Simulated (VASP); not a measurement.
Data:

```
CELL_PARAMETERS angstrom
      1.74449     1.00718     4.04742
     -1.74449     1.00718     4.04742
      0.00000    -2.01436     4.04742
ATOMIC_POSITIONS crystal
  Ce 0.99604 0.99604 0.99604
  O  0.76338 0.76338 0.76338
  O  0.57389 0.57389 0.57389
```

These are r2SCAN meta-GGA, VASP's PBE PAW potentials (set 64) (plane waves; VASP 6.6.1) values and carry that method's errors. Numerical set-up: 520 eV cut-off, 8×8×8 Γ-centred mesh, tetrahedra with Blöchl corrections, potentials Ce O.

Problem. Predict the energy per atom (σ→0), band gap (over mesh and band path) with the smallest direct gap where there is one.

Solution. 
The band gap (over mesh and band path) is 0.39 eV, the smallest direct gap (over mesh and band path) is 0.47 eV and the energy per atom (σ→0) is -17.131 eV/atom.

Only differences to runs with the same potentials and settings are physical.

The structure was generated: CeO2 was put into the 3R-MoS2 type (R3m), which need not be its known phase. It was relaxed first, which changed the volume by -11 %. The run is not spin-polarised, so no magnetic state was tried.
